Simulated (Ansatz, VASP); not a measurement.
## One calculation of AlFe3B, two programs

```xyz
5
Lattice="3.8726 0.0000 0.0000 0.0000 3.8726 0.0000 0.0000 0.0000 3.8726" Properties=species:S:1:pos:R:3 pbc="T T T"
Fe    0.0000    0.0000    1.9363
Fe    0.0000    1.9363    0.0000
Fe    1.9363    0.0000    0.0000
Al    1.9363    1.9363    1.9363
B     0.0000    0.0000    0.0000
```

Change from the starting cell: volume scaled by 1.04.

Alike in both runs: task single point; functional PBEsol; k mesh 7 × 7 × 7; occupations fermi-dirac, width 0.05 eV; collinear spin, ferromagnetic start.

|  | VASP | Ansatz |
| --- | --- | --- |
| version | VASP 6.6.1 | Ansatz 0.2.0 |
| potentials or method | VASP PAW PBE potentials, release 64 (Fe, Al, B) | Ansatz PAW |
| plane-wave cutoff (eV) | 520 | 420 |
| valence electrons in the cell | 30 | 54 |

Ansatz gave:

```
gap on the k mesh at the Fermi level (eV)                     : none
pressure (GPa)                                                : -14.0
net moment per atom (μB)                                      : 0.83
size of the moment on the site where the two differ most (μB) : 1.41
```

Q: What did VASP give for the same quantities?

A: gap on the k mesh at the Fermi level (eV): none; pressure (GPa): -13.5; net moment per atom (μB): 0.83; size of the moment on the site where the two differ most (μB): 1.50.

Site moments also hang on the region over which each program counts them. A gap of «none» marks a metal or a gap that the smearing closes. The two sets of potentials don't hold the same shells in valence.

Caveats: the PAW data sets were made with another functional, which shifts forces and pressure a little (VASP); the PAW data sets come from PBE, with cores solved anew for the run's functional, which leaves a small shift of forces and pressure (Ansatz).
